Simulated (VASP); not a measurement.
BiTe under changes of volume

One of the cells (34.399 Å³/atom); the others are scaled copies at fixed shape and fractional positions:

```
Bi Te
1.0
     2.43875    1.40801    3.33926
    -2.43875    1.40801    3.33926
     0.00000   -2.81603    3.33926
Bi Te
1 1
Direct
  0.50000 0.50000 0.50000
  0.00000 0.00000 0.00000
```

The cell comes from a database or a generator and needn't be the stable form of this composition.

```yaml
Program: VASP 6.6.1
Functional: PBE
Potentials_or_basis: VASP PAW PBE potentials, release 64 (Bi_d, Te)
Cutoff: 520 eV
k_mesh: 7 × 7 × 7
Occupations: fermi-dirac, width 0.05 eV
Spin: no spin polarisation
```

```csv
volume (Å³/atom),energy over the lowest point (meV/atom),pressure (GPa)
31.701,21.24,3.6
32.376,8.79,2.3
33.050,1.44,1.1
34.399,0.00,-0.8
35.074,5.00,-1.6
35.748,?,?
```

Task: What does the run at 35.748 Å³/atom give?

Result: Energy over the lowest point 13.29 meV/atom; pressure -2.4 GPa.

Worked out: A Birch-Murnaghan fit of order 3 (a polynomial in V^(-2/3)) to the other rows has its minimum at 33.83 Å³/atom with B0 = V·E''(V) = 48 GPa and B' = 4.5 at fixed shape and positions, which overstates the stiffness. It gives 13.29 meV/atom at 35.748 Å³/atom, against the run's 13.29, and -dE/dV = -2.3 GPa, against -2.4.

Energies are extrapolated to zero smearing.
